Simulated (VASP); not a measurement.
Consider the following.

```xyz
2
Lattice="0.0000 2.6116 2.6116 2.6116 0.0000 2.6116 2.6116 2.6116 0.0000" Properties=species:S:1:pos:R:3 pbc="T T T"
Mg     0.0000     0.0000     0.0000
S      2.6116     2.6116     2.6116
```

Calculation: PBE GGA, VASP's PBE PAW potentials (set 64) (plane waves; VASP). Run with 480 eV cut-off, 8×8×8 Γ-centred mesh, Gaussian smearing of 0.050 eV, potentials Mg S.

Energy and stress use the plane-wave basis of the starting cell.

Problem. The ions, cell shape and volume at an external pressure of 15.0 GPa are relaxed. What does this cell relax into?

Solution. 
```xyz
2
Lattice="0.0000 2.4856 2.4856 2.4856 0.0000 2.4856 2.4856 2.4856 0.0000" Properties=species:S:1:pos:R:3 pbc="T T T"
Mg     0.0000     0.0000     0.0000
S      2.4856     2.4856     2.4856
```
Space group Fm-3m (225), at a tolerance of 0.03 Å.

Problem. How do energy and volume change from the first to the last step?

Solution. The energy (σ→0) changes by +101.1 meV/atom and the volume by -13.8 %, in 6 ionic steps.

```tsv
step	E(σ→0) (eV)	max force (eV/Å)	pressure (GPa)	volume (Å³)
1	-8.5028	0.000	-0.02	35.63
2	-7.8735	0.000	31.56	27.69
3	-8.3051	0.000	14.80	30.76
4	-8.2965	0.000	15.19	30.67
5	-8.3036	0.000	14.87	30.75
6	-8.3006	0.000	15.01	30.71
```

The compound is MgS in the rock salt structure. This run relaxes it under an external pressure of 15 GPa. Symmetry was kept, so distortions that lower it aren't found.
